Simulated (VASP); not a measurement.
Given:

```yaml
crystal:
  lattice:
    - [3.18142, 0.00000, 0.00000]
    - [0.00000, 3.18142, 0.00000]
    - [0.00000, 0.00000, 3.18142]
  atoms:
    - { symbol: Si, position: [0.00000, 0.00000, 0.00000] }
    - { symbol: Sn, position: [0.50000, 0.50000, 0.50000] }
```

Method: PBEsol GGA, VASP's PBE PAW potentials (set 64) (plane waves; VASP). Run with 500 eV cut-off, 11×11×11 Γ-centred mesh, first-order Methfessel-Paxton smearing of 0.10 eV, potentials Si Sn_d.

Unless said otherwise, spin-orbit coupling is left out, though it shifts the bands of the heavy elements here.

Q: What does the run give for the energy per atom (σ→0), pressure, band gap (on the k-mesh) with the smallest direct gap where there is one?

A: 
The band gap (on the k-mesh) is none (metal, semimetal or under 0.01 eV) and the energy per atom (σ→0) is -4.277 eV/atom. The pressure comes out as 29.91 GPa.

The structure was generated: SiSn was put into the CsCl type type (Pm-3m), which need not be its known phase. It was relaxed first under an external pressure of 30 GPa. VASP warned that the highest band is occupied, so more bands are needed.
